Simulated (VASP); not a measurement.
A convergence study with VASP on EuS (rock salt): one setting is varied, all else stays as given below, so the limit is that of these other settings. Each run relaxes cell and ions from the cell shown.

```
EuS
1.0
    0.00000     2.98500     2.98500
    2.98500     0.00000     2.98500
    2.98500     2.98500     0.00000
Eu S
1 1
Cartesian
  0.00000   0.00000   0.00000
  2.98500   2.98500   2.98500
```

The numbers are results of PBE GGA, VASP's PBE PAW potentials (set 64) (plane waves; VASP), not measurements. The tightest run used: 550 eV cut-off, 12×12×12 Γ-centred mesh, Gaussian smearing of 0.050 eV, potentials Eu_2 S.

The 4f electrons are frozen in the core of the lanthanide potential, so 4f levels, which can set the real gap, and their magnetism are missing. Gaps are read on the run's mesh, which can miss a band edge.

### Question
The settings run are 2×2×2 mesh; 3×3×3 mesh; 4×4×4 mesh; 5×5×5 mesh; 6×6×6 mesh; 8×8×8 mesh; 9×9×9 mesh; 10×10×10 mesh; 11×11×11 mesh; 12×12×12 mesh. From which on does the relaxed volume stay within 0.1 Å³/atom of the tightest run?

### Answer
From 4×4×4 mesh on: it is off by 0.051 there and by no more than 0.1 in any finer run, while 3×3×3 mesh is off by 0.209.
```tsv
setting	relaxed volume (Å³/atom)	E (eV/atom)	gap on the mesh (eV)	irreducible k-points	difference judged (Å³/atom)
2×2×2 mesh	26.647	-5.0638	1.922	3	1.284
3×3×3 mesh	25.573	-5.2899	2.366	4	0.209
4×4×4 mesh	25.414	-5.3136	2.007	8	0.051
5×5×5 mesh	25.378	-5.3179	2.147	10	0.014
6×6×6 mesh	25.368	-5.3188	2.011	16	0.004
8×8×8 mesh	25.364	-5.3191	2.012	29	0.001
9×9×9 mesh	25.364	-5.3191	2.054	35	0.001
10×10×10 mesh	25.379	-5.3191	2.013	47	0.015
11×11×11 mesh	25.364	-5.3191	2.040	56	0.000
12×12×12 mesh	25.363	-5.3191	2.012	72	0.000
```

Left out are rungs that failed or repeat a setting and relaxations that didn't move; long series are thinned to 24 rows.

The compound is EuS in the rock salt structure.
